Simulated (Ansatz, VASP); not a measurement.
# Cross-check of Cu (Cu(100)) between VASP and Ansatz

Wanted: the spread between two codes on one cell, functional and k mesh. Of the first pair: The structure shown is the start of the Ansatz relaxation below; VASP solves that cell, so the two are compared at the walk's first step.

Program: Ansatz 0.2.0. Level of theory: plane waves, with VASP 6.6.1 beside it; single point at PBE. Results are calculated unless marked as measured.

### 1. Set-up

The cell holds 4 atoms: 4 Cu. Cell: a = 2.553 Å, b = 2.553 Å, c = 23.415 Å, α = 90.0°, β = 90.0°, γ = 90.0°. Vacuum lies along c.

### 2. Ansatz: relaxation, PBE

Ansatz runs on its default PAW (the set named soft_2) files.

The two programs are compared at the cell with which this relaxation starts, whose forces are those of its first step.

File input.yaml:

```yaml
crystal:
  lattice:
    - [2.5526554801, 0.0, 0.0]
    - [0.0, 2.5526554801, 0.0]
    - [0.0, 0.0, 23.415]
  atoms:
    - { symbol: Cu, position: [0.5, 0.5, 0.3843689942] }
    - { symbol: Cu, position: [0.0, 0.0, 0.4614563314] }
    - { symbol: Cu, position: [0.5, 0.5, 0.5385436686] }
    - { symbol: Cu, position: [0.0, 0.0, 0.6156310058] }
kpoints:
  mp_grid: { grid: [12, 12, 1] }
hamiltonian:
  xc: pbe
scf:
  occupations: { method: fermi_dirac, width: 0.1 }
  convergence: { dr2_threshold: 1.0e-08 }
efield:
  axis: 3
  dipole_correction: true
  ramp_position: 0.97
  ramp_width: 0.06
relax:
  f_tol: 0.02
  max_steps: 60
  constraints: [{ sites: [0, 1] }]
output:
  write_potential: true
  write_density: true
  volumetric_format: npy
```

Launch:

```bash
ansatz run input.yaml --threads 4 --pin off --max-ram 16384MiB --backend cpu --events-out ev --progress --plain --runs-dir out
```

Numbers of over 12 decimals in the logs are rounded to 6 here.

What it wrote:

```text
Engine: ansatz 0.2.0, aarch64-unknown-linux-gnu
Pseudopotentials: kind: paw
Pseudopotential: Cu, paw, valence charge 19, recommended cutoff 420 eV (normal), Cu.paw.azcp
Functional definition: PBE
  parameter kappa = 0.804
  parameter beta = 0.066725
  exchange = pbe_x(kappa = kappa, mu = beta*pi^2/3)
  correlation = pbe_c(beta = beta)
Crystal: 4 atoms, lattice volume = 152.573 Å³
Basis set: ecut = 420 eV, 3011 PW (Γ), exchange–correlation on 36×36×320 points (8 copies of the dense FFT grid, shifted against one another)
Bands: 46, of which v1, the nominal top of the filled ones, is band 38 counted from 1 (37 counted from 0)
Symmetry: 8 space group operations
k-points: 28 of 144
Non-local potential: Cu, projectors of the file, l = 0: 3, l = 1: 2, l = 2: 3, l = 3: 1
PAW form: soft (Blöchl's): semilocal exchange-correlation on the pseudo side does not see the compensation charge
PAW one-centre angular grid: Cu, 590 points (default); XC on 64 Gauss nodes
Initial density: superposition of atomic densities (neutral atoms: chi_scale 0, normalization atom), corrected by the library's trained network
Initial wavefunctions: pseudopotential atomic-orbital guess
Functional: x = pbe(κ = 0.804, μ = 0.219515), c = pbe(β = 0.066725)
SCF iter   1: F=—  HF=-26499.487320 eV  |F-HF|=—  |Δ(HF+E_count)|=         —  Δρ=1.44e-3  dr2=1.11e-2  ethr=1.77e-3  p=-0.000 e·Å  D=-7.17e-15 V/Å  ΔV_dip=0.00 eV  dr2_dipole=9.36e-9  V_vac-E_F(+/−)=4.49/4.49 eV  ⟨swp⟩=8.7  Hψ=5648  notcnv=0  defer=4
efield: sawtooth ramp at fractional position 0.9700 (set: `efield.ramp_position`, or a place that a band, a saddle search or an elastic batch's reference lends), width 0.0600; the density the first Hamiltonian is built on has a dipole p = -0.000 e·Å; the dipole correction subtracts the counter field D = -7.17e-15 V/Å, which shifts the + side's vacuum level by +0.00 eV against the − side's; the planar-averaged density in the ramp window peaks in size at 3.2e-5 e/Å³
preconditioner: auto → LDOS  [metal: Δε(μ)=0.060 eV  Ē_g=8.062 eV  σ=0.100 eV  W_gap=0.15  n_scr=18 (ndim 8)  ℏωp=19.9 eV  f_vac=0.639  D(μ)=1.29/eV (n_scr^D=8)  β→1.0]
SCF iter   2: F=—  HF=-26499.492234 eV  |F-HF|=—  |Δ(HF+E_count)|=   4.91e-3  Δρ=1.83e-3  dr2=4.23e-3  ethr=1.46e-5  p=-0.000 e·Å  D=-6.15e-6 V/Å  ΔV_dip=0.00 eV  dr2_dipole=8.99e-8  V_vac-E_F(+/−)=4.58/4.58 eV  ⟨swp⟩=2.9  Hψ=2867  notcnv=0  defer=39
SCF iter   3: F=—  HF=-26499.491934 eV  |F-HF|=—  |Δ(HF+E_count)|=   3.00e-4  Δρ=1.46e-3  dr2=1.64e-3  ethr=5.57e-6  p=-0.000 e·Å  D=-3.99e-5 V/Å  ΔV_dip=0.00 eV  dr2_dipole=2.09e-7  V_vac-E_F(+/−)=4.57/4.57 eV  ⟨swp⟩=2.5  Hψ=2210  notcnv=0  defer=39
SCF iter   4: F=—  HF=-26499.491508 eV  |F-HF|=—  |Δ(HF+E_count)|=   4.25e-4  Δρ=1.91e-4  dr2=1.24e-4  ethr=2.16e-6  p=0.000 e·Å  D=2.29e-5 V/Å  ΔV_dip=-0.00 eV  dr2_dipole=3.76e-9  V_vac-E_F(+/−)=4.57/4.57 eV  ⟨swp⟩=2.0  Hψ=1832  notcnv=0  defer=39
SCF iter   5: F=—  HF=-26499.491515 eV  |F-HF|=—  |Δ(HF+E_count)|=   6.70e-6  Δρ=1.10e-4  dr2=2.44e-5  ethr=1.63e-7  p=-0.000 e·Å  D=-1.13e-5 V/Å  ΔV_dip=0.00 eV  dr2_dipole=1.49e-9  V_vac-E_F(+/−)=4.58/4.58 eV  ⟨swp⟩=2.1  Hψ=1761  notcnv=0  defer=39
SCF iter   6: F=—  HF=-26499.491522 eV  |F-HF|=—  |Δ(HF+E_count)|=   7.00e-6  Δρ=1.05e-4  dr2=1.04e-5  ethr=3.21e-8  p=0.000 e·Å  D=2.18e-5 V/Å  ΔV_dip=-0.00 eV  dr2_dipole=1.22e-8  V_vac-E_F(+/−)=4.58/4.58 eV  ⟨swp⟩=2.0  Hψ=1843  notcnv=0  defer=39
SCF iter   7: F=—  HF=-26499.491515 eV  |F-HF|=—  |Δ(HF+E_count)|=   7.04e-6  Δρ=2.78e-5  dr2=8.10e-7  ethr=1.37e-8  p=0.000 e·Å  D=4.93e-6 V/Å  ΔV_dip=-0.00 eV  dr2_dipole=2.35e-11  V_vac-E_F(+/−)=4.58/4.58 eV  ⟨swp⟩=2.1  Hψ=1733  notcnv=0  defer=39
SCF iter   8: F=—  HF=-26499.491526 eV  |F-HF|=—  |Δ(HF+E_count)|=   1.13e-5  Δρ=2.01e-5  dr2=4.10e-7  ethr=1.07e-9  p=0.000 e·Å  D=3.53e-6 V/Å  ΔV_dip=-0.00 eV  dr2_dipole=2.39e-9  V_vac-E_F(+/−)=4.58/4.58 eV  ⟨swp⟩=2.0  Hψ=1851  notcnv=0  defer=39
SCF iter   9: F=—  HF=-26499.491526 eV  |F-HF|=—  |Δ(HF+E_count)|=   1.27e-7  Δρ=8.58e-6  dr2=8.09e-8  ethr=5.39e-10  p=0.000 e·Å  D=5.33e-7 V/Å  ΔV_dip=-0.00 eV  dr2_dipole=3.71e-10  V_vac-E_F(+/−)=4.58/4.58 eV  ⟨swp⟩=2.0  Hψ=1812  notcnv=0  defer=39
SCF iter  10: F=-26499.491526 eV  HF=-26499.491526 eV  |F-HF|=5.55e-8  |Δ(HF+E_count)|=   3.77e-8  Δρ=1.16e-6  dr2=1.64e-9  ethr=1.32e-11  p=0.000 e·Å  D=2.47e-7 V/Å  ΔV_dip=-0.00 eV  dr2_dipole=7.83e-12  V_vac-E_F(+/−)=4.58/4.58 eV  ⟨swp⟩=8.1  Hψ=9194  notcnv=0
SCF 1 converged in 10 iterations: F = -26499.491526 eV  dr2 = 1.64e-9
  greatest PAW one-centre occupation: 1.000 electrons in one spin orbital (limit 2), on the Cu atom at site 3 (counted from 0), in its partial waves of l = 0
relax step   1: F+E_penalty+E_count = -26499.49152650 eV  Δ(F+E_penalty+E_count) = +0.000e0 eV  max|allowed force component| = 2.181e-1 eV/Å  Δτ_max = 0.0000 Å  (10 SCF iters, accepted)
Initial density: handed on by an earlier stage of this run
[...]
SCF iter   1: F=—  HF=-26499.495296 eV  |F-HF|=—  |Δ(HF+E_count)|=         —  Δρ=1.19e-3  dr2=9.92e-4  ethr=1.36e-5  p=0.000 e·Å  D=1.65e-4 V/Å  ΔV_dip=-0.00 eV  dr2_dipole=3.18e-9  V_vac-E_F(+/−)=4.58/4.58 eV  ⟨swp⟩=3.2  Hψ=3121  notcnv=0  defer=52
efield: sawtooth ramp at fractional position 0.9700 (set: `efield.ramp_position`, or a place that a band, a saddle search or an elastic batch's reference lends), width 0.0600; the density the first Hamiltonian is built on has a dipole p = 0.000 e·Å; the dipole correction subtracts the counter field D = 1.65e-4 V/Å, which shifts the + side's vacuum level by -0.00 eV against the − side's; the planar-averaged density in the ramp window peaks in size at 2.2e-5 e/Å³
preconditioner: auto → LDOS  [metal: Δε(μ)=0.088 eV  Ē_g=8.129 eV  σ=0.100 eV  W_gap=0.21  n_scr=18 (ndim 8)  ℏωp=19.9 eV  f_vac=0.638  D(μ)=1.29/eV (n_scr^D=8)  β→1.0]
SCF iter   2: F=—  HF=-26499.494825 eV  |F-HF|=—  |Δ(HF+E_count)|=   4.71e-4  Δρ=3.85e-4  dr2=2.55e-4  ethr=1.31e-6  p=0.000 e·Å  D=5.86e-4 V/Å  ΔV_dip=-0.01 eV  dr2_dipole=3.47e-5  V_vac-E_F(+/−)=4.57/4.58 eV  ⟨swp⟩=2.0  Hψ=2546  notcnv=0  defer=52
SCF iter   3: F=—  HF=-26499.494799 eV  |F-HF|=—  |Δ(HF+E_count)|=   2.58e-5  Δρ=4.05e-4  dr2=1.71e-4  ethr=3.36e-7  p=0.000 e·Å  D=4.58e-4 V/Å  ΔV_dip=-0.01 eV  dr2_dipole=3.20e-6  V_vac-E_F(+/−)=4.57/4.58 eV  ⟨swp⟩=2.2  Hψ=2080  notcnv=0  defer=52
SCF iter   4: F=—  HF=-26499.494776 eV  |F-HF|=—  |Δ(HF+E_count)|=   2.40e-5  Δρ=6.85e-5  dr2=6.36e-6  ethr=2.25e-7  p=0.000 e·Å  D=4.56e-4 V/Å  ΔV_dip=-0.01 eV  dr2_dipole=2.49e-7  V_vac-E_F(+/−)=4.57/4.58 eV  ⟨swp⟩=2.0  Hψ=1803  notcnv=0  defer=52
SCF iter   5: F=—  HF=-26499.494796 eV  |F-HF|=—  |Δ(HF+E_count)|=   2.04e-5  Δρ=2.59e-5  dr2=9.69e-7  ethr=8.37e-9  p=0.000 e·Å  D=4.76e-4 V/Å  ΔV_dip=-0.01 eV  dr2_dipole=9.11e-8  V_vac-E_F(+/−)=4.57/4.58 eV  ⟨swp⟩=2.9  Hψ=1992  notcnv=0  defer=52
SCF iter   6: F=—  HF=-26499.494796 eV  |F-HF|=—  |Δ(HF+E_count)|=   1.95e-7  Δρ=7.49e-6  dr2=6.43e-8  ethr=1.27e-9  p=0.000 e·Å  D=4.75e-4 V/Å  ΔV_dip=-0.01 eV  dr2_dipole=4.70e-9  V_vac-E_F(+/−)=4.57/4.58 eV  ⟨swp⟩=2.0  Hψ=1717  notcnv=0  defer=52
SCF iter   7: F=—  HF=-26499.494796 eV  |F-HF|=—  |Δ(HF+E_count)|=   2.25e-7  Δρ=3.81e-6  dr2=1.47e-8  ethr=1.32e-11  p=0.000 e·Å  D=4.89e-4 V/Å  ΔV_dip=-0.01 eV  dr2_dipole=1.12e-10  V_vac-E_F(+/−)=4.57/4.58 eV  ⟨swp⟩=9.8  Hψ=9018  notcnv=0
SCF iter   8: F=—  HF=-26499.494796 eV  |F-HF|=—  |Δ(HF+E_count)|=   7.59e-8  Δρ=3.61e-6  dr2=1.52e-8  ethr=1.32e-11  p=0.000 e·Å  D=4.94e-4 V/Å  ΔV_dip=-0.01 eV  dr2_dipole=3.72e-10  V_vac-E_F(+/−)=4.57/4.58 eV  ⟨swp⟩=9.1  Hψ=8386  notcnv=0
SCF iter   9: F=-26499.494796 eV  HF=-26499.494796 eV  |F-HF|=1.08e-9  |Δ(HF+E_count)|=   1.26e-8  Δρ=1.23e-6  dr2=2.58e-9  ethr=1.32e-11  p=0.000 e·Å  D=4.96e-4 V/Å  ΔV_dip=-0.01 eV  dr2_dipole=1.01e-10  V_vac-E_F(+/−)=4.57/4.58 eV  ⟨swp⟩=6.8  Hψ=8438  notcnv=0
SCF 3 converged in 9 iterations: F = -26499.494796 eV  dr2 = 2.58e-9
relax step   3: F+E_penalty+E_count = -26499.49479638 eV  Δ(F+E_penalty+E_count) = -1.338e-3 eV  max|allowed force component| = 2.096e-3 eV/Å  Δτ_max = 0.0196 Å  (9 SCF iters, accepted)
NSCF: frozen V_eff on 28 k-points
the band table was solved once a step of the walk had ended and its energy, with any forces and stress, was formed, with the checks that follow a solve (6803 applications of the Hamiltonian). They found nothing against the state; the energy, forces and stress were not computed again (output.eigenvalues in the input reference)
WARN: The output density's exchange-correlation potential varies sharply where the density is thin. Do not read a vacuum level from v_tot or v_xc, or from such a field of the output density. On a cell that repeats whose density bears no net charge and no dipole along the vacuum's axis use v_es (v_loc + v_h of the components); under efield.dipole_correction with no amplitude use v_es + v_field, which holds any externa [...]
SCF converged after 9 iterations
Free energy (F): -26499.494796 eV
Harris-Foulkes:  -26499.494796 eV  (|F-HF|=1.08e-9)
Internal energy: -26499.450325 eV  (E = F + TS)
E sigma→0 (E₀):  -26499.472561 eV
Entropy (-TS):   -0.044472 eV (-11.118 meV/atom)
Fermi energy:    2.077824 eV
Dipole field:    D = 0.000480 V/Å  (p = 0.000405 e·Å, saw-weighted, corrected)
Work function:   Φ+ = 4.5707 eV   Φ− = 4.5819 eV
Levels:          The Fermi level and band energies are counted from a zero that moves with the ramp; work functions are not
--- Per-component energies (eV) ---
  E_band       = -2536.166481
  E_kinetic    = 1198.309528
  E_local      = -168854.316736  (includes V_loc(G=0)·N_el)
  E_nonlocal   = 1567.140432
  E_hartree    = 82915.850747
  E_xc         = -355.051919
  E_vxc        = -457.887175  (∫ρ·V_xc dr)
  E_paw        = -6658.907342  (= ΣΔE_a)
  E_vpaw       = -1821.114881  (= ΣTr[D̂ρ^β])
  E_aug_tail   = 0.001125  (compensation charges beyond the density's cutoff)
  E_efield     = 0.000000  (sawtooth field / dipole correction)
  E_vefield    = -0.000313  (∫n·V_field dr)
  E_ewald      = 63687.523840
  E_smearing   = -0.044472  (= −TS)
  E_closure    = -0.000000  (closes the sum)
  Σ components = -26499.494796   (vs F -26499.494796, Δ=0.00e0)
--- Forces (eV/Å), atoms counted from 1 ---
  atom   1  Cu     0.00000000     0.00000000     0.10441413
  atom   2  Cu    -0.00000000     0.00000000    -0.10661282
  atom   3  Cu     0.00000000     0.00000000     0.00010979
  atom   4  Cu     0.00000000     0.00000000     0.00209603
  max |Σ_I F_I| component: 7.12e-6 eV/Å
--- Band table (eV; the first three rows and the last of 28) ---
  k-point 0: bands = [... 34 lower, 0.3997, 0.6183, 0.6474, 0.6474, 0.6479, 1.6164, 3.1949, 6.4525, ... 4 higher]
  k-point 1: bands = [... 34 lower, 0.4671, 0.5052, 0.5494, 0.6055, 0.6780, 1.9009, 3.5303, 6.6065, ... 4 higher]
  k-point 2: bands = [... 34 lower, 0.4625, 0.4862, 0.5546, 0.6159, 0.6727, 2.5350, 4.3478, 7.0666, ... 4 higher]
  k-point 27: bands = [... 34 lower, 1.0039, 1.0231, 4.5597, 4.5597, 6.7457, 6.7457, 9.5125, 9.5174, ... 4 higher]
--- Relaxed structure (3 steps of the walk, 3 accepted, 0 SCFs on fresh bases) ---
  F+E_penalty+E_count = -26499.49479638 eV   max|allowed force component| = 2.096e-3 eV/Å
  atoms:
    - { symbol: Cu, position: [0.5, 0.5, 0.384369] }
    - { symbol: Cu, position: [0.0, 0.0, 0.461456] }
    - { symbol: Cu, position: [0.5, 0.5, 0.539882] }
    - { symbol: Cu, position: [0, 0.0, 0.615758] }
```

### 3. VASP: single point, PBE, start cell, pair 1

The same cell, functional, mesh and smearing now go to VASP, with its own data sets.

Lines of VASP's logs that name or quote its potential files are left out, and so is its time.

File INCAR:

```
SYSTEM = Cu
PREC = Accurate
ENCUT = 520
EDIFF = 1E-06
NELM = 120
ISMEAR = -1
SIGMA = 0.1
LREAL = .FALSE.
ALGO = Normal
GGA = PE
NBANDS = 28
LASPH = .TRUE.
LORBIT = 11
LWAVE = .FALSE.
LCHARG = .FALSE.
ISIF = 2
LDIPOL = .TRUE.
IDIPOL = 3
DIPOL = 0.5 0.5 0.5
LVHAR = .TRUE.
GGA_COMPAT = .FALSE.
NELMDL = -8
```

File POSCAR:

```
Cu
1.0
    2.5526554801      0.0000000000      0.0000000000
    0.0000000000      2.5526554801      0.0000000000
    0.0000000000      0.0000000000     23.4150000000
Cu
4
Direct
    0.5000001018      0.5000001018      0.3843689942
    0.0000001018      0.0000001018      0.4614563314
    0.5000001018      0.5000001018      0.5385436686
    0.0000001018      0.0000001018      0.6156310058
```

File KPOINTS:

```
Automatic mesh
0
Gamma
12 12 1
0 0 0
```

The projector-augmented-wave data sets are Cu (PBE family, release 64).

Launch:

```bash
mpirun -np 1 vasp_std
```

What it wrote:

```text
[banner, memory and clock lines left out]
running    1 mpi-ranks, on    1 nodes
 distrk:  each k-point on    1 cores,    1 groups
 distr:  one band on    1 cores,    1 groups

 POSCAR found type information on POSCAR Cu
 POSCAR found :  1 types and       4 ions
 LDA part: xc-table for (Slater+PW92), standard interpolation
 POSCAR, INCAR and KPOINTS ok, starting setup
 FFT: planning ... GRIDC
 FFT: planning ... GRID_SOFT
 FFT: planning ... GRID
 WAVECAR not read
 entering main loop
       N       E                     dE             d eps       ncg     rms          rms(c)
DAV:   1     0.356792196374E+03    0.35679E+03   -0.19206E+04  1568   0.186E+03
DAV:   2     0.896852320320E+01   -0.34782E+03   -0.33637E+03  1572   0.367E+02
DAV:   3    -0.159946682315E+02   -0.24963E+02   -0.23827E+02  1704   0.152E+02
DAV:   4    -0.168196783877E+02   -0.82501E+00   -0.82101E+00  1764   0.332E+01
DAV:   5    -0.168407978074E+02   -0.21119E-01   -0.21115E-01  1868   0.424E+00
DAV:   6    -0.168416794379E+02   -0.88163E-03   -0.88162E-03  2072   0.758E-01
DAV:   7    -0.168417150740E+02   -0.35636E-04   -0.35636E-04  1980   0.128E-01
DAV:   8    -0.168417171937E+02   -0.21198E-05   -0.21197E-05  1660   0.276E-02    0.143E+01
DAV:   9    -0.153146053952E+02    0.15271E+01   -0.37166E+01  1716   0.120E+02    0.796E+00
DAV:  10    -0.137497012087E+02    0.15649E+01   -0.70872E+00  1936   0.651E+01    0.174E+00
DAV:  11    -0.137654367476E+02   -0.15736E-01   -0.10948E+00  1884   0.353E+01    0.106E+00
DAV:  12    -0.137602222557E+02    0.52145E-02   -0.22253E-01  1972   0.968E+00    0.110E+00
DAV:  13    -0.137469015773E+02    0.13321E-01   -0.17999E-01  1932   0.750E+00    0.616E-01
DAV:  14    -0.137398221563E+02    0.70794E-02   -0.22090E-02  1940   0.256E+00    0.201E-01
DAV:  15    -0.137390036254E+02    0.81853E-03   -0.11461E-03  2200   0.552E-01    0.111E-01
DAV:  16    -0.137385423291E+02    0.46130E-03   -0.23604E-03  1916   0.756E-01    0.558E-02
DAV:  17    -0.137386132171E+02   -0.70888E-04   -0.12077E-03  1712   0.673E-01    0.623E-02
DAV:  18    -0.137386528485E+02   -0.39631E-04   -0.53240E-04  1856   0.466E-01    0.157E-02
DAV:  19    -0.137387671003E+02   -0.11425E-03   -0.45601E-05  1788   0.205E-01    0.766E-03
DAV:  20    -0.137387997233E+02   -0.32623E-04   -0.86610E-06  1700   0.728E-02    0.298E-03
DAV:  21    -0.137388165187E+02   -0.16795E-04   -0.15928E-06  1156   0.296E-02    0.119E-03
DAV:  22    -0.137388194427E+02   -0.29240E-05   -0.58523E-07  1104   0.111E-02    0.390E-04
DAV:  23    -0.137388222496E+02   -0.28068E-05   -0.30509E-07  1016   0.437E-03    0.444E-04
DAV:  24    -0.137388225018E+02   -0.25222E-06   -0.44511E-08   952   0.488E-03
   1 F= -.13738823E+02 E0= -.13717004E+02  d E =-.436362E-01
```

OUTCAR, selected parts (step 3):

```text
ion  position               nearest neighbor table
   1  0.500  0.500  0.384-   2 2.55   2 2.55   2 2.55   2 2.55
   2  0.000  0.000  0.461-   1 2.55   3 2.55   1 2.55   3 2.55   1 2.55   3 2.55   1 2.55   3 2.55

  LATTYP: Found a simple tetragonal cell.
 ALAT       =     2.5526554801
 C/A-ratio  =     9.1728007099

 Subroutine GETGRP returns: Found 16 space group operations
 (whereof  8 operations were pure point group operations)

The static configuration has the point symmetry C_4v.
 The point group associated with its full space group is D_4h.

 Found     28 irreducible k-points:

   k-points           NKPTS =     28   k-points in BZ     NKDIM =     28   number of bands    NBANDS=     28

   dimension x,y,z NGX =    20 NGY =   20 NGZ =  180
   dimension x,y,z NGXF=    40 NGYF=   40 NGZF=  360

   ENCUT  =  520.0 eV  38.22 Ry    6.18 a.u.   4.75  4.75 43.54*2*pi/ulx,y,z

   NELECT =      44.0000    total number of electrons

 k-points in reciprocal lattice and weights: Automatic mesh
   0.00000000  0.00000000  0.00000000       0.007
   0.08333333  0.00000000  0.00000000       0.028
   0.16666667  0.00000000  0.00000000       0.028
   0.25000000  0.00000000  0.00000000       0.028
   0.33333333  0.00000000  0.00000000       0.028
   0.41666667  0.00000000  0.00000000       0.028
   0.50000000  0.00000000  0.00000000       0.014
   0.08333333  0.08333333  0.00000000       0.028
   0.16666667  0.08333333  0.00000000       0.056
[...]
0.50000000  0.41666667  0.00000000       0.028
   0.50000000  0.50000000  0.00000000       0.007

 dipolmoment           0.000000      0.000000      0.000000 electrons x Angstroem

 average (electrostatic) potential at core
       1 -71.6287       2 -72.0546       3 -72.0546       4 -71.6287

 E-fermi :  -0.7540

 k-point     1 :       0.0000    0.0000    0.0000
  band No.  band energies     occupation
    ...
     20      -2.2426      2.00000
     21      -2.2206      2.00000
     22      -2.2206      2.00000
     23      -2.2172      2.00000
     24      -1.2118      1.97965
     25       0.3905      0.00002
     26       3.5864      0.00000
     27       3.6094      0.00000
     28       4.4712      0.00000

 k-point     2 :       0.0833    0.0000    0.0000
  band No.  band energies     occupation
    ...
     20      -2.3574      2.00000
     21      -2.3139      2.00000
     22      -2.2585      2.00000
     23      -2.1894      2.00000
     24      -0.9303      1.70714
     25       0.7214      0.00000
     26       3.7514      0.00000
     27       3.7635      0.00000
     28       4.6382      0.00000

 k-point     3 :       0.1667    0.0000    0.0000
  band No.  band energies     occupation
    ...
     19      -2.4017      2.00000
     20      -2.3764      2.00000
     21      -2.3141      2.00000
     22      -2.2257      2.00000
     23      -2.1959      2.00000
     24      -0.2960      0.02029
     25       1.5326      0.00000
     26       4.2242      0.00000
     27       4.2455      0.00000
     28       5.1387      0.00000

  Total       -0.8835066     -0.8835066     -0.0336520      0.0000000     -0.0000000      0.0000000
  in kB       -9.2777320     -9.2777320     -0.3533804      0.0000000     -0.0000000      0.0000000
  external PRESSURE =      -6.3029481 kB  Pullay stress =       0.0000000 kB

  energy-cutoff  :      520.00
  volume of cell :      152.57
      direct lattice vectors                 reciprocal lattice vectors
     2.552655480  0.000000000  0.000000000     0.391748909  0.000000000  0.000000000
     0.000000000  2.552655480  0.000000000     0.000000000  0.391748909  0.000000000
     0.000000000  0.000000000 23.415000000     0.000000000  0.000000000  0.042707666

 POSITION                                       TOTAL-FORCE (eV/Angst)
 -----------------------------------------------------------------------------------
      1.27633      1.27633      9.00000         0.000000     -0.000000      0.072984
      0.00000      0.00000     10.80500         0.000000      0.000000     -0.215233
      1.27633      1.27633     12.61000         0.000000      0.000000      0.215233
      0.00000      0.00000     14.41500         0.000000     -0.000000     -0.072984
 -----------------------------------------------------------------------------------
    total drift:                               -0.000133     -0.000133      0.000063

  FREE ENERGIE OF THE ION-ELECTRON SYSTEM (eV)
  ---------------------------------------------------
  free  energy   TOTEN  =       -13.7388225018 eV

  energy  without entropy=      -13.6951863100  energy(sigma->0) =      -13.71700441

 vacuum level on the upper side and lower side of the slab         3.807         3.807

 total charge
# of ion       s       p       d       tot
------------------------------------------
    1        0.442   0.259   9.209   9.909
    2        0.444   0.382   9.174   9.999
    3        0.444   0.382   9.174   9.999
    4        0.442   0.259   9.209   9.909
--------------------------------------------------
tot          1.771   1.280  36.765  39.817

[... 3 further parts left out ...]
```

(Part 1 of 2 ends here.)

[Lines on the potential files, build, host, timing and source positions are cut from VASP's logs without a mark.]

[Logs are printed without paths, hosts, clocks, repeated set-up lines and the standing remarks that a program may print on its own settings, such as how far it seeks lower states.]

[Hosts, paths, dates, database ids (printed as entryN), source tags and the programs' standing remarks are cut or masked in the printed files.]
